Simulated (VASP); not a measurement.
Input:

```
PbF2
1.0
    0.00000     3.04053     2.95468
    2.95554     0.00000     2.95468
    2.95554     3.04053     0.00000
Pb F
1 2
Direct
  0.00000   0.00000   0.00000
  0.25000   0.25000   0.25000
  0.74033   0.75967   0.75967
```

All values below come from PBE GGA, VASP's PBE PAW potentials (set 64) (plane waves; VASP). Numerical set-up: 520 eV cut-off, 7×7×7 Γ-centred mesh, Gaussian smearing of 0.050 eV, potentials Pb_d F.

Which forces act on the atoms, in eV/Å?

| atom | Fx | Fy | Fz |
|---|---|---|---|
| Pb1 | 0.040 | 0.000 | 0.000 |
| F2 | 0.104 | 0.000 | 0.000 |
| F3 | -0.144 | 0.000 | 0.000 |

Give the stress tensor in GPa (positive for a compressed cell).

```
 1.53   0.00   0.00
 0.00  -0.03   0.44
 0.00   0.44   1.51
```
The pressure is its mean diagonal, 1.00 GPa.

The compound is PbF2 in the fluorite structure, the β form. The cell was not relaxed at this level, atoms are displaced from their ideal sites. The run is one of a series of settings (KPOINTS 7×7×7 Γ-centred mesh against the base run), some of them coarse on purpose.
